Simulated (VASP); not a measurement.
RbPd:

```
CELL_PARAMETERS angstrom
0.00000 3.11490 3.11490
3.11490 0.00000 3.11490
3.11490 3.11490 0.00000
ATOMIC_POSITIONS crystal
Rb 0.50000 0.50000 0.50000
Pd 0.00000 0.00000 0.00000
```

The cell was built by a generator and needn't be a form met in nature.

The cell isn't the ideal one: random cell by space group and Wyckoff sites (Fm-3m, No. 225).

- Program: VASP 6.6.1
- Task: relaxation of cell and atoms
- Functional: PBE
- Potentials or basis: VASP PAW PBE potentials, release 64 (Rb_sv, Pd)
- Cutoff: 600 eV
- k mesh: 6 × 6 × 6
- Occupations: gaussian, width 0.1 eV
- Spin: no spin polarisation

At the start: pressure 3.6 GPa; volume 30.22 Å³/atom.

Problem. Where does the relaxation end?

Solution. Over 4 steps the energy falls by 69.0 meV/atom and the volume is 37.67 Å³/atom (+24.7 %); space group Fm-3m (No. 225, to 0.05 Å).

Step by step:
```tsv
step	energy change (eV)	largest force (eV/Å)	pressure (GPa)	volume (Å³)
1	0.0000	0.0000	3.55	60.45
2	-0.0956	0.0000	1.66	66.49
3	-0.1357	0.0000	0.33	73.32
4	-0.1380	0.0000	0.05	75.35
```

Final structure:
```
Rb Pd
1.0
     0.00000    3.35230    3.35230
     3.35230    0.00000    3.35230
     3.35230    3.35230    0.00000
Rb Pd
1 1
Direct
  0.50000 0.50000 0.50000
  0.00000 0.00000 0.00000
```

Caveat: the volume moved by over 15 % at a fixed basis, so the end points are rough.
